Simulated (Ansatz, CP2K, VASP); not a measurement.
# One structure in several programs: TiSb₂ (P1, 6 atoms in the cell)

Self-consistent single point, at a second geometry (atoms moved at random). First geometry:

```xyz
6
Lattice="-3.3515 3.3515 2.8980 3.3515 -3.3515 2.8980 3.3515 3.3515 -2.8980" Properties=species:S:1:pos:R:3 pbc="T T T"
Ti     0.0000     0.0000     1.4490
Ti     0.0000     0.0000     4.3470
Sb     2.3323     1.0191     2.8980
Sb     1.0191     2.3323     0.0000
Sb    -1.0191     2.3323     2.8980
Sb     4.3706     1.0191     0.0000
```

Second geometry:
```xyz
6
Lattice="-3.3515 3.3515 2.8980 3.3515 -3.3515 2.8980 3.3515 3.3515 -2.8980" Properties=species:S:1:pos:R:3 pbc="T T T"
Ti    -0.0389    -0.0707     1.4700
Ti     0.0111     0.0147     4.3276
Sb     2.2747     0.9974     2.8532
Sb     1.0590     2.3246    -0.0070
Sb    -0.9956     2.3479     2.9548
Sb     4.3926     1.0890    -0.0065
```

Shared settings, as Ansatz (an electronic-structure program) writes them: kpoints.mp_grid.grid = 5 5 5; scf.occupations.method = fermi_dirac; scf.occupations.width = 0.1 eV. Potentials and cutoffs stand in the table.

| code | model | ΔF from the first geometry (meV/atom) | pressure (GPa) | largest force (eV/Å) | cutoff |
|---|---|---|---|---|---|
| VASP | PBEsol, VASP's PBE PAW potentials (set 64) | 15.1 | -2.89 | 0.895 | 300 eV |
| CP2K | PBEsol, GPW, DZVP-MOLOPT-SR-GTH basis, GTH-PBE potentials (GTH_POTENTIALS) | 15.2 | 0.67 | 0.936 | grid 600 Ry |
| Ansatz | PBEsol, default PAW files made with PBE | 15.1 | -2.92 | 0.888 | default |

Size of the force on each atom (eV/Å): Sizes of forces hide their directions.

```csv
code,Ti1,Ti2,Sb3,Sb4,Sb5,Sb6
VASP,0.895,0.464,0.487,0.549,0.360,0.603
CP2K,0.936,0.487,0.511,0.556,0.435,0.621
Ansatz,0.888,0.456,0.487,0.548,0.353,0.605
```

On Ansatz's run: spin-orbit coupling is off. Spin polarisation is off.

The spread over the programs that give each value: ΔF from the first geometry within 0.1 meV/atom; pressure within 3.59 GPa; largest force within 0.048 eV/Å.

CP2K uses small atom-centred bases, whose incompleteness enters pressures, forces and empty levels differently from a plane-wave cutoff. Ansatz's pressure is given at a fixed set of plane waves, as the other plane-wave codes print theirs; with its correction for the finite basis it is -2.88 GPa. In the pressure, CP2K (by 3.57) lies more than 1 GPa from the median of the plane-wave programs. In the force vectors, CP2K (by 0.097) lies more than 0.08 eV/Å from the median of the plane-wave programs.

VASP's run is marked for a possible Pulay error in its stress at this cutoff; no cutoff test was made.

The starting cell comes from a database of computed structures (which also holds hypothetical and non-ambient phases and stackings), without a prior relaxation at this level. For this run, on top of that: atoms moved at random.

Left out of this page: SIESTA (not drawn, or without a comparable value).

Keys are those of Ansatz 0.2.
